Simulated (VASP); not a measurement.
Output of a VASP run:

File OSZICAR:
```
       N       E                     dE             d eps       ncg     rms          rms(c)
DAV:   1     0.122612475245E+03    0.12261E+03   -0.76913E+03   844   0.142E+03
DAV:   2    -0.151772690648E+02   -0.13779E+03   -0.13161E+03   924   0.381E+02
DAV:   3    -0.243317399916E+02   -0.91545E+01   -0.90658E+01  1032   0.102E+02
DAV:   4    -0.247162496647E+02   -0.38451E+00   -0.38223E+00  1156   0.200E+01
DAV:   5    -0.247258528538E+02   -0.96032E-02   -0.96027E-02  1076   0.273E+00    0.190E+01
DAV:   6    -0.198889605440E+02    0.48369E+01   -0.30809E+01   992   0.712E+01    0.677E+00
DAV:   7    -0.196402456990E+02    0.24871E+00   -0.29636E+00   980   0.224E+01    0.508E+00
DAV:   8    -0.196802073460E+02   -0.39962E-01   -0.80238E-01   896   0.130E+01    0.342E+00
DAV:   9    -0.196203320086E+02    0.59875E-01   -0.15504E-01   876   0.634E+00    0.104E+00
DAV:  10    -0.196187682068E+02    0.15638E-02   -0.75679E-02   924   0.418E+00    0.717E-01
DAV:  11    -0.196160363822E+02    0.27318E-02   -0.11558E-02   876   0.170E+00    0.107E-01
DAV:  12    -0.196160054038E+02    0.30978E-04   -0.80567E-04  1292   0.373E-01    0.360E-02
DAV:  13    -0.196160092080E+02   -0.38041E-05   -0.58546E-05   972   0.936E-02    0.122E-02
DAV:  14    -0.196160097169E+02   -0.50891E-06   -0.42148E-06   892   0.250E-02
   1 F= -.19616010E+02 E0= -.19616055E+02  d E =0.134942E-03
```

File OUTCAR:
```
------------------------ aborting loop because EDIFF is reached ----------------------------------------
  FORCE on cell =-STRESS in cart. coord.  units (eV):
  Direction    XX          YY          ZZ          XY          YZ          ZX
  --------------------------------------------------------------------------------------
  Total        0.5234302      0.5234302      0.5234302     -0.0000000      0.0000000      0.0000000
  in kB       45.1096444     45.1096444     45.1096444     -0.0000000      0.0000000      0.0000000
  external PRESSURE =      45.1096444 kB  Pullay stress =       0.0000000 kB
  volume of cell :       18.59
      direct lattice vectors                 reciprocal lattice vectors
     0.000000000  2.102600000  2.102600000    -0.237800818  0.237800818  0.237800818
     2.102600000  0.000000000  2.102600000     0.237800818 -0.237800818  0.237800818
     2.102600000  2.102600000  0.000000000     0.237800818  0.237800818 -0.237800818
 POSITION                                       TOTAL-FORCE (eV/Angst)
 -----------------------------------------------------------------------------------
      0.00000      0.00000      0.00000        -0.000000      0.000000     -0.000000
      2.10260      2.10260      2.10260         0.000000      0.000000      0.000000
 -----------------------------------------------------------------------------------
    total drift:                                0.000000     -0.000000      0.000000
  FREE ENERGIE OF THE ION-ELECTRON SYSTEM (eV)
  ---------------------------------------------------
  free  energy   TOTEN  =       -19.6160097169 eV

  energy  without entropy=      -19.6161446591  energy(sigma->0) =      -19.61605470
```
(Selected blocks of OUTCAR.)

POSCAR:
```
TiN
1
    0.0000000000     2.1026000000     2.1026000000
    2.1026000000     0.0000000000     2.1026000000
    2.1026000000     2.1026000000     0.0000000000
Ti N
1 1
Direct
  0.0000000000   0.0000000000   0.0000000000
  0.5000000000   0.5000000000   0.5000000000
```

Problem. Reconstruct the remaining input files.

Solution. This is not unique; one that fits is the input of the run itself, PBE GGA, plane waves, VASP's PBE PAW potentials (set 64).

### INCAR
```
SYSTEM=TiN
PREC=Accurate; ENCUT=400; LREAL=.FALSE.
LASPH=.TRUE.
EDIFF=1E-6; NELM=100; ALGO=Normal
LMAXMIX=4
ISMEAR=1; SIGMA=0.05
GGA=PE
ISIF=2
LWAVE=.FALSE.; LCHARG=.FALSE.
```

### KPOINTS
```
kpoints
0
Gamma
  9 9 9
```

POTCAR, in this order: Ti_sv N (PBE.64 set). Program: vasp_std.

At this cut-off the stress carries a Pulay error, which pulls relaxed volumes low.

The structure comes from a computed database's TiN entry; how it stands against other phases isn't given here. The cell was not relaxed at this level. The run is one of a series of settings (ISMEAR = 1, SIGMA = 0.05 against the base run), some of them coarse on purpose. The electron count is odd and the run is not spin-polarised, which forces a metal.
